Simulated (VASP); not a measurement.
# Au (Gold): structure and properties in VASP

How well does PBE + D3(BJ) reproduce what experiment finds for Au (Gold)? The cell is relaxed first, and properties follow on it. The steps: full relaxation (PBE + D3(BJ)), second relaxation, single point with fields (PBE + D3(BJ)), band structure (PBE + D3(BJ)), density of states (PBE + D3(BJ)), volume scan with PBE + D3(BJ), fit for PBE + D3(BJ), core-level energies (PBE + D3(BJ)) and bands along the symmetry lines (PBE + D3(BJ) + SOC). Left out of this account: 1 further run (phonons: it ended without a result to show). The start is a cell from a database of measured crystal structures.

Main program and level: VASP 6.6.1; PBE with D3(BJ); plane waves and PAW (Au), in the first sound run; inputs show where later runs differ.

Experimental background.

For Au, fcc (bulk gold, literature value, 298 K), “Mechanisms for carbon adsorption on Au(110)-(2*1): A work function analysis” (2018, arxiv:1805.06931) quotes earlier work: lattice constant a (cubic lattice constant) 4.078 Å [Literature room-temperature value quoted in the computational methods part; includes …].

For Au, fcc (earlier literature value), “Exploring toroidal anvil profiles for larger sample volumes above 4 Mbar” (2024, pmc:11102561) quotes earlier work: bulk modulus (ambient isothermal K0) 167 GPa [Literature ultrasonic value used as fixed fit input; rounded, table lists 166.7 GPa].

Most raw output is cut from this account.

The database entry behind the starting cell differs from later determinations by our own check (0.1 to 0.3 % short, probably kX units), so it need not match the best structure at ambient conditions.

## (1) The starting structure

Before any relaxation, the start is as follows. Symmetry: Fm-3m, No. 225, cubic system. The conventional cell has a = 4.070 Å, b = 4.070 Å, c = 4.070 Å, α = 90.00°, β = 90.00°, γ = 90.00°. Nearest to Au lie 12 Au at 2.88 Å.

As a file:

```xyz
1
Lattice="0.0000 2.0350 2.0350 2.0350 0.0000 2.0350 2.0350 2.0350 0.0000" Properties=species:S:1:pos:R:3 pbc="T T T"
Au    0.0000    0.0000    0.0000
```

## (2) Full relaxation (PBE + D3(BJ))

The start need not lie at this functional's minimum. ISIF = 3 frees volume, shape and positions, and EDIFFG sets the threshold on forces and stress at which the search stops. PBE, the usual starting point, adds the gradient of the density. A dispersion term adds the long-range attraction that semilocal functionals lack. D3 with Becke-Johnson damping keeps a finite attraction at short range.

Contents of INCAR:

```
SYSTEM = Au
PREC = Accurate
ENCUT = 400
EDIFF = 1E-06
NELM = 100
ISMEAR = 1
SIGMA = 0.2
LREAL = .FALSE.
ALGO = Normal
GGA = PE
IVDW = 12
NBANDS = 11
LORBIT = 11
LWAVE = .FALSE.
LCHARG = .FALSE.
KPAR = 2
IBRION = 2
NSW = 60
ISIF = 3
EDIFFG = -0.01
```

Contents of POSCAR:

```
Au
1.0
    0.0000000000      2.0350000000      2.0350000000
    2.0350000000      0.0000000000      2.0350000000
    2.0350000000      2.0350000000      0.0000000000
Au
1
Direct
    0.0000000000      0.0000000000      0.0000000000
```

Contents of KPOINTS:

```
Automatic mesh
0
Gamma
11 11 11
0 0 0
```

The projector-augmented-wave data sets are Au (PBE family, release 64).

Started as:

```sh
$ mpirun -np 2 vasp_std
```

Elapsed: 12 s, on 2 MPI ranks of AMD EPYC 7R43, shared host; peak memory 0.22 GiB; 20 s of CPU time.

This run has no spin polarisation. Its electron count is odd, so without a moment it is a metal by construction. The k-mesh is coarse for a metal. Dispersion corrections of this kind ignore metallic screening and tend to overbind metals. The run keeps the 48 symmetry operations of its start, so it cannot find a distortion of lower symmetry.

The steps of the relaxation:

```
step  energy less that of the first step (eV)  largest force (eV/Å)  pressure (GPa)  volume (Å³)
   1                                   0.0000                0.0000            3.88        16.85
   2                                   0.0072                0.0000           -5.53        17.87
   3                                  -0.0044                0.0000           -0.02        17.23
```

```
conventional cell, symmetrised  before  after  change
                         a (Å)   4.070  4.100  +0.7 %
                         b (Å)   4.070  4.100  +0.7 %
                         c (Å)   4.070  4.100  +0.7 %
              volume (Å³/atom)   16.85  17.23  +2.2 %
```

The relaxed structure:

```xyz
1
Lattice="0.0000 2.0500 2.0500 2.0500 0.0000 2.0500 2.0500 2.0500 0.0000" Properties=species:S:1:pos:R:3 pbc="T T T"
Au    0.0000    0.0000    0.0000
```

Numbers from this step:

```
electrons                       : 11
bands                           : 11
irreducible k-points            : 56
symmetry operations             : 48
free energy (TOTEN)             : -3.872 eV
energy at zero smearing         : -3.873 eV
Fermi energy                    : 9.334 eV
pressure                        : -0.02493 GPa
metallic                        : yes
SCF cycles over all ionic steps : 25
```

It ends with forces that vanish by symmetry and a pressure of -0.02 GPa. The volume lies +2.2 % from that of the database's start.

## (3) Second relaxation

A relaxation keeps the plane waves of the cell it began with, so it is repeated from the new cell, on a basis made for it.

INCAR is that of step 2.

Contents of POSCAR:

```
Au
1.0
    0.0000000000      2.0499998893      2.0499998893
    2.0499998893      0.0000000000      2.0499998893
    2.0499998893      2.0499998893      0.0000000000
Au
1
Direct
    0.0000000000      0.0000000000      0.0000000000
```

KPOINTS is that of step 2.

Started as:

```sh
$ mpirun -np 2 vasp_std
```

The job ended after 9 s (2 MPI ranks; peak memory 0.21 GiB; 15 s of CPU time).

Little changed from the start: no atom moved by 0.005 Å and no cell edge by 0.1 %.

This step gave:

```yaml
free_energy_toten: -3.873 eV
pressure: 0.01798 GPa
scf_cycles_over_all_ionic_steps: 11
```

It ends with forces that vanish by symmetry and a pressure of 0.02 GPa. The volume moved by under 0.01 %: the run met its threshold at the first step.

## (4) Single point with fields (PBE + D3(BJ))

The relaxed cell gets a fresh self-consistent run, on a basis set for its own volume, to fix the density and to check the remaining stress.

INCAR: that of step 3 with these lines changed.

```diff
@@ -14,7 +14,5 @@
 LWAVE = .FALSE.
-LCHARG = .FALSE.
-KPAR = 2
-IBRION = 2
-NSW = 60
-ISIF = 3
-EDIFFG = -0.01
+LCHARG = .TRUE.
+ISIF = 2
+LELF = .TRUE.
+LVHAR = .TRUE.
```

POSCAR is that of step 3.

KPOINTS is that of step 3.

Started as:

```sh
$ mpirun -np 2 vasp_std
```

Elapsed: 11 s, on 2 MPI ranks; peak memory 0.19 GiB; 18 s of CPU time.

This step gave:

```yaml
scf_cycles: 11
bands: 12
pressure: 0.01778 GPa
```

Valence electrons inside each PAW sphere by angular momentum. Sphere charges, by row:

```csv
atom,s (e),p (e),d (e),tot (e)
Au1,0.536,0.348,8.763,9.647
```

Valence density in the ac plane of the conventional cell at fractional y = 0.000, with atoms of Au within 0.2 Å of it. It is the smooth field of the valence electrons, not physical close to the nuclei.

Ten even steps from '_' (0.1 e/Å³) to '@' (4.6 e/Å³), each cell a mean:
```
%%**==..______________::++%%
++==::..______________..--++
::::..__________________..::
__________........__________
________..::====--..________
________::==**##++--..______
________::++%%@@##==..______
________::++%%%%**==..______
________..--++++==::..______
__________..::::::..________
....____________________....
==--..________________..::==
##++--..______________::==**
@@##==..______________::++%%
```
Columns run along a (4.1 Å), rows up along c (4.1 Å), edges of the conventional cell, whose origin can differ from the input's. Atoms in or near the plane, at fractional coordinates: Au at (0.00, 0.00), Au at (0.50, 0.50).

Electrostatic potential energy in the ac plane of the conventional cell at fractional y = 0.000, with atoms of Au within 0.2 Å of it. With pseudopotentials it is smooth inside the atoms' cores, unlike the true potential.

Ten even steps from '0' (-66 eV) to '9' (3 eV), each cell a mean:
```
00379999998520
12589999999742
56799999999875
88999876789998
99997533468999
99986200147999
99985100036999
99985200037999
99997421258999
99998755679999
67899988899987
34689999999753
01479999998620
00369999998510
```
Columns run along a (4.1 Å; values clipped at the 3rd and 97th percentile), rows up along c (4.1 Å), edges of the conventional cell, whose origin can differ from the input's. Atoms in or near the plane, at fractional coordinates: Au at (0.00, 0.00), Au at (0.50, 0.50).

ELF in the ac plane of the conventional cell at fractional y = 0.000, with atoms of Au within 0.2 Å of it. It is the smooth field of the valence electrons, not physical close to the nuclei.

Ten even steps from '_' (0.01) to '@' (0.33), each cell a mean:
```
____**@@##==------++%%@@--__
::==@@@@**++======++##@@##--
%%@@@@##****######****%%@@@@
@@%%##**##@@@@@@@@%%##**##%%
++++++##@@@@**++##@@%%**++++
--==++%%@@==____::##@@##==--
----++@@%%::__--__++@@##==--
----++%%@@--______**@@##==--
====++##@@##--::==@@@@**++==
####****%%@@@@%%@@@@##****##
@@@@%%##**##%%@@%%##**##@@@@
++##@@%%**++++++++++##@@@@**
__::##@@##==----==++%%@@==__
--__++@@##==------++@@%%::__
```
Columns run along a (4.1 Å), rows up along c (4.1 Å), edges of the conventional cell, whose origin can differ from the input's. Atoms in or near the plane, at fractional coordinates: Au at (0.00, 0.00), Au at (0.50, 0.50).

In this run the pressure is 0.02 GPa, small enough to go on.

## (5) Band structure (PBE + D3(BJ))

Levels along the symmetry lines show where the bands peak and cross; KPOINTS_OPT computes them in the converged potential.

Contents of INCAR:

```
SYSTEM = Au
PREC = Accurate
ENCUT = 400
EDIFF = 1E-06
NELM = 100
ISMEAR = 1
SIGMA = 0.2
LREAL = .FALSE.
ALGO = Normal
GGA = PE
IVDW = 12
NBANDS = 16
LORBIT = 11
LWAVE = .FALSE.
LCHARG = .FALSE.
KPAR = 2
```

POSCAR is that of step 4.

KPOINTS is that of step 4.

Contents of KPOINTS_OPT:

```
Line mode
16
Line-mode
Reciprocal
  0.00000000   0.00000000   0.00000000 GAMMA
  0.50000000   0.00000000   0.50000000 X

  0.50000000   0.00000000   0.50000000 X
  0.50000000   0.25000000   0.75000000 W

  0.50000000   0.25000000   0.75000000 W
  0.37500000   0.37500000   0.75000000 K

  0.37500000   0.37500000   0.75000000 K
  0.00000000   0.00000000   0.00000000 GAMMA

  0.00000000   0.00000000   0.00000000 GAMMA
  0.50000000   0.50000000   0.50000000 L

  0.50000000   0.50000000   0.50000000 L
  0.62500000   0.25000000   0.62500000 U

  0.62500000   0.25000000   0.62500000 U
  0.50000000   0.25000000   0.75000000 W

  0.50000000   0.25000000   0.75000000 W
  0.50000000   0.50000000   0.50000000 L

  0.50000000   0.50000000   0.50000000 L
  0.37500000   0.37500000   0.75000000 K

  0.62500000   0.25000000   0.62500000 U
  0.50000000   0.00000000   0.50000000 X
```

Started as:

```sh
$ mpirun -np 2 vasp_std
```

It took 25 s on 2 MPI ranks; peak memory 0.23 GiB; 42 s of CPU time.

Spin-orbit coupling is off here; with elements this heavy it splits and shifts levels by tenths of an eV or more.

Numbers from this step:

```yaml
bands: 16
pressure: 0.01710 GPa
```

The electronic bands at the labelled points (eV, zero at the Fermi level; # counts the bands kept):

| point | #2 | #3 | #4 | #5 | #6 | #7 | #8 |
| --- | --- | --- | --- | --- | --- | --- | --- |
| Γ | -4.67 | -4.67 | -4.67 | -3.19 | -3.19 | 14.50 | 18.43 |
| 0.47 of the way | -5.67 | -4.00 | -3.61 | -3.61 | -2.71 | 15.16 | 15.16 |
| X | -6.69 | -2.05 | -1.69 | -1.69 | 1.01 | 5.64 | 9.94 |
| 0.47 of the way | -6.35 | -3.15 | -2.52 | -1.69 | 2.90 | 5.14 | 9.00 |
| W | -5.13 | -5.13 | -3.33 | -1.69 | 4.62 | 6.23 | 6.23 |
| 0.53 of the way | -5.71 | -4.26 | -3.08 | -1.90 | 4.07 | 4.97 | 7.27 |
| K | -5.79 | -3.83 | -2.90 | -2.13 | 3.77 | 4.60 | 7.33 |
| 0.47 of the way | -5.29 | -4.57 | -3.81 | -3.66 | -1.62 | 10.42 | 12.41 |
| Γ | -4.67 | -4.67 | -4.67 | -3.19 | -3.19 | 14.50 | 18.43 |
| 0.53 of the way | -4.71 | -4.42 | -4.42 | -2.95 | -2.95 | 10.41 | 15.43 |
| L | -4.71 | -4.71 | -2.01 | -2.01 | -0.95 | 2.97 | 13.95 |
| 0.53 of the way | -5.19 | -4.06 | -3.99 | -2.14 | 2.20 | 2.99 | 11.89 |
| U | -5.79 | -3.83 | -2.90 | -2.13 | 3.77 | 4.60 | 7.33 |
| 0.47 of the way | -5.71 | -4.26 | -3.08 | -1.90 | 4.07 | 4.97 | 7.27 |
| W | -5.13 | -5.13 | -3.33 | -1.69 | 4.62 | 6.23 | 6.23 |
| 0.47 of the way | -5.39 | -4.35 | -3.76 | -2.15 | 2.89 | 3.00 | 11.58 |
| L | -4.71 | -4.71 | -2.01 | -2.01 | -0.95 | 2.97 | 13.95 |
| 0.47 of the way | -5.11 | -4.15 | -3.85 | -2.11 | 1.74 | 2.94 | 12.68 |
| K | -5.79 | -3.83 | -2.90 | -2.13 | 3.77 | 4.60 | 7.33 |
| jump to U | -5.79 | -3.83 | -2.90 | -2.13 | 3.77 | 4.60 | 7.33 |
| 0.53 of the way | -6.50 | -2.51 | -2.29 | -1.79 | 2.15 | 5.29 | 8.87 |
| X | -6.69 | -2.05 | -1.69 | -1.69 | 1.01 | 5.64 | 9.94 |

There is no gap at this level.

## (6) Density of states (PBE + D3(BJ))

A density of states needs more k-points than a total energy; ISMEAR = -5 takes tetrahedra, and LORBIT projects the states on the PAW spheres. The mesh is finer than in the run before.

INCAR: that of step 5 with these lines changed.

```diff
@@ -5,3 +5,3 @@
 NELM = 100
-ISMEAR = 1
+ISMEAR = -5
 SIGMA = 0.2
@@ -16 +16,2 @@
 KPAR = 2
+NEDOS = 2001
```

POSCAR is that of step 5.

Contents of KPOINTS:

```
Automatic mesh
0
Gamma
16 16 16
0 0 0
```

Started as:

```sh
$ mpirun -np 2 vasp_std
```

Run time: 24 s. Hardware: 2 MPI ranks; peak memory 0.23 GiB; 40 s of CPU time.

With tetrahedra the forces and stress of a metal are not exact derivatives of the energy.

Numbers from this step:

```yaml
irreducible_k_points: 145
free_energy_toten: -3.865 eV
fermi_energy: 9.341 eV
pressure: 0.02088 GPa
dos_at_the_fermi_level: 0.2835 states/eV/cell
```

The density of states has structure finer than the step of the table below, so its rows give means over 0.5 eV, whole bins alone (the curve runs from -12.0 to 7.98 eV). Peaks (eV: height): total -6.43: 1.97, -4.39: 4.27, -3.82: 2.47, -3.31: 2.64, -2.12: 3.32; Au d -6.35: 1.37, -4.39: 3.67, -3.82: 2.05, -3.31: 2.35, -2.12: 3.18; Au s -6.71: 0.223, -4.36: 0.0497, 3.12: 0.166, 5.53: 0.118.

States under -12.0 eV and over 8.0 eV are left out. The density of states by energy, zero at the Fermi level; means over each step; values in states/eV/cell:

```
energy (eV)   total     Au d    Au s
      -10.5       0        0       0
      -10.0  1.8e-4        0  1.0e-4
       -9.5  0.0384   2.8e-5  0.0224
       -9.0  0.0774   8.3e-4  0.0433
       -8.5   0.112  0.00355  0.0594
       -8.0   0.159   0.0123  0.0770
       -7.5   0.271   0.0539   0.108
       -7.0   0.825    0.393   0.190
       -6.5    1.75     1.16   0.189
       -6.0    1.64     1.24  0.0770
       -5.5    1.49     1.19  0.0134
       -5.0    2.03     1.67  0.0277
       -4.5    2.91     2.44  0.0440
       -4.0    1.76     1.46  0.0310
       -3.5    2.06     1.80  0.0228
       -3.0    1.81     1.64  0.0169
       -2.5    1.77     1.66  0.0121
       -2.0    2.25     2.14  0.0201
       -1.5   0.321    0.240  0.0254
       -1.0   0.278    0.171  0.0327
       -0.5   0.294    0.160  0.0383
        0.0   0.284    0.135  0.0429
        0.5   0.285    0.123  0.0469
        1.0   0.286    0.107  0.0506
        1.5   0.274   0.0941  0.0536
        2.0   0.274   0.0843  0.0619
        2.5   0.262   0.0727  0.0734
        3.0   0.316   0.0815   0.115
        3.5   0.343   0.0839   0.129
        4.0   0.252   0.0587  0.0805
        4.5   0.272   0.0589  0.0639
        5.0   0.373   0.0695  0.0936
        5.5   0.390   0.0678   0.109
        6.0   0.341   0.0565  0.0925
        6.5   0.281   0.0428  0.0766
        7.0   0.275   0.0410  0.0686
        7.5   0.338   0.0574  0.0662
```

The finer mesh and the other smearing move the Fermi level by +0.01 eV from the 11×11×11 run, a small shift, which tests the Fermi level alone. Of the states within 0.3 eV of the Fermi level, the largest shares in the PAW spheres are Au d 48 % and Au s 15 %. The rest lies in smaller channels or between the spheres.

## (7) Volume scan with PBE + D3(BJ)

An equation of state needs energies on both sides of the minimum, all on one mesh and cutoff.

Contents of INCAR:

```
SYSTEM = Au
PREC = Accurate
ENCUT = 400
EDIFF = 1E-06
NELM = 100
ISMEAR = 1
SIGMA = 0.2
LREAL = .FALSE.
ALGO = Normal
GGA = PE
IVDW = 12
NBANDS = 11
LORBIT = 11
LWAVE = .FALSE.
LCHARG = .FALSE.
KPAR = 2
ISIF = 2
```

Contents of POSCAR:

```
Au
1.0
    0.0000000000      2.0081514144      2.0081514144
    2.0081514144      0.0000000000      2.0081514144
    2.0081514144      2.0081514144      0.0000000000
Au
1
Direct
    0.0000000000      0.0000000000      0.0000000000
```

Contents of KPOINTS:

```
Automatic mesh
0
Gamma
11 11 11
0 0 0
```

Started as:

```sh
$ mpirun -np 2 vasp_std
```

Wall time 5.6 s (2 MPI ranks); peak memory 0.21 GiB.

The scan keeps the cell's shape and the fractional positions fixed.

This step gave:

```yaml
bands: 11
irreducible_k_points: 56
free_energy_toten: -3.835 eV
energy_at_zero_smearing: -3.835 eV
fermi_energy: 10.34 eV
pressure: 12.15 GPa
```

The pressure here is 12.15 GPa.

## (8) Volume scan with PBE + D3(BJ) (run 2)

INCAR is that of step 7.

Contents of POSCAR:

```
Au
1.0
    0.0000000000      2.0222937917      2.0222937917
    2.0222937917      0.0000000000      2.0222937917
    2.0222937917      2.0222937917      0.0000000000
Au
1
Direct
    0.0000000000      0.0000000000      0.0000000000
```

KPOINTS is that of step 7.

Started as:

```sh
$ mpirun -np 2 vasp_std
```

It took 7.2 s on 2 MPI ranks; peak memory 0.19 GiB; 12 s of CPU time.

Numbers from this step:

```yaml
free_energy_toten: -3.857 eV
energy_at_zero_smearing: -3.857 eV
fermi_energy: 9.986 eV
pressure: 7.560 GPa
```

The pressure falls from 12.15 to 7.56 GPa.

The run ends at a pressure of 7.56 GPa.

## (9) Volume scan with PBE + D3(BJ) (run 3)

INCAR is that of step 8.

Contents of POSCAR:

```
Au
1.0
    0.0000000000      2.0362410862      2.0362410862
    2.0362410862      0.0000000000      2.0362410862
    2.0362410862      2.0362410862      0.0000000000
Au
1
Direct
    0.0000000000      0.0000000000      0.0000000000
```

KPOINTS is that of step 8.

Started as:

```sh
$ mpirun -np 2 vasp_std
```

Run time: 6.6 s. Hardware: 2 MPI ranks; peak memory 0.21 GiB.

The pressure falls from 7.56 to 3.54 GPa.

The run ends at a pressure of 3.54 GPa.

## (10) Volume scan with PBE + D3(BJ) (run 4)

INCAR is that of step 9.

Contents of POSCAR:

```
Au
1.0
    0.0000000000      2.0499998893      2.0499998893
    2.0499998893      0.0000000000      2.0499998893
    2.0499998893      2.0499998893      0.0000000000
Au
1
Direct
    0.0000000000      0.0000000000      0.0000000000
```

KPOINTS is that of step 9.

Started as:

```sh
$ mpirun -np 2 vasp_std
```

It took 5.8 s on 2 MPI ranks; peak memory 0.21 GiB.

The pressure falls from 3.54 to 0.02 GPa.

The run ends at a pressure of 0.02 GPa.

## (11) Volume scan with PBE + D3(BJ) (run 5)

INCAR is that of step 10.

Contents of POSCAR:

```
Au
1.0
    0.0000000000      2.0635764432      2.0635764432
    2.0635764432      0.0000000000      2.0635764432
    2.0635764432      2.0635764432      0.0000000000
Au
1
Direct
    0.0000000000      0.0000000000      0.0000000000
```

KPOINTS is that of step 10.

Started as:

```sh
$ mpirun -np 2 vasp_std
```

Run time: 6.6 s. Hardware: 2 MPI ranks; peak memory 0.2 GiB; 11 s of CPU time.

The pressure falls from 0.02 to -3.06 GPa.

The run ends at a pressure of -3.06 GPa.

## (12) Volume scan with PBE + D3(BJ) (run 6)

INCAR is that of step 11.

Contents of POSCAR:

```
Au
1.0
    0.0000000000      2.0769766657      2.0769766657
    2.0769766657      0.0000000000      2.0769766657
    2.0769766657      2.0769766657      0.0000000000
Au
1
Direct
    0.0000000000      0.0000000000      0.0000000000
```

KPOINTS is that of step 11.

Started as:

```sh
$ mpirun -np 2 vasp_std
```

Wall time 5.6 s (2 MPI ranks); peak memory 0.19 GiB; 8.9 s of CPU time.

The pressure falls from -3.06 to -5.76 GPa.

The run ends at a pressure of -5.76 GPa.

## (13) Volume scan with PBE + D3(BJ) (run 7)

A prediction first. A parabola through the 6 pressures of evenly scaled cells so far, P = 0.01 -165.7 t +490 t² GPa with t = ln(V/V₁) and V₁ the volume at scale 1, gives -7.98 GPa at t = +0.0583.

INCAR is that of step 12.

Contents of POSCAR:

```
Au
1.0
    0.0000000000      2.0902061731      2.0902061731
    2.0902061731      0.0000000000      2.0902061731
    2.0902061731      2.0902061731      0.0000000000
Au
1
Direct
    0.0000000000      0.0000000000      0.0000000000
```

KPOINTS is that of step 12.

Started as:

```sh
$ mpirun -np 2 vasp_std
```

Wall time 6.6 s (2 MPI ranks); peak memory 0.2 GiB; 11 s of CPU time.

The pressure falls from -5.76 to -8.11 GPa. The parabola predicted -7.98 GPa, +0.12 GPa off.

## (14) Side by side

Times are for 2 MPI ranks of AMD EPYC 7R43, shared host. The runs compared:

| no. | volume scale | energy above the lowest point (meV/atom) | pressure (GPa) | time | memory (GiB) |
| --- | --- | --- | --- | --- | --- |
| 1 | 0.94 | 37.86 | 12.15 | 5.6 s | 0.21 |
| 2 | 0.96 | 16.35 | 7.560 | 7.2 s | 0.19 |
| 3 | 0.98 | 4.12 | 3.540 | 6.6 s | 0.21 |
| 4 | 1 | 0 | 0.01798 | 5.8 s | 0.21 |
| 5 | 1.02 | 2.93 | -3.057 | 6.6 s | 0.2 |
| 6 | 1.04 | 12.09 | -5.758 | 5.6 s | 0.19 |
| 7 | 1.06 | 26.74 | -8.108 | 6.6 s | 0.2 |

[end of part 1 of 2]

[Lines on the potential files, build, host, timing and source positions are cut from VASP's logs without a mark.]

[Logs are printed without paths, hosts, clocks, repeated set-up lines and the standing remarks that a program may print on its own settings, such as how far it seeks lower states.]

[Hosts, paths, dates, database ids (printed as entryN), source tags and the programs' standing remarks are cut or masked in the printed files.]

[A measured line is paired with the nearest computed mode of its activity, which favours agreement.]
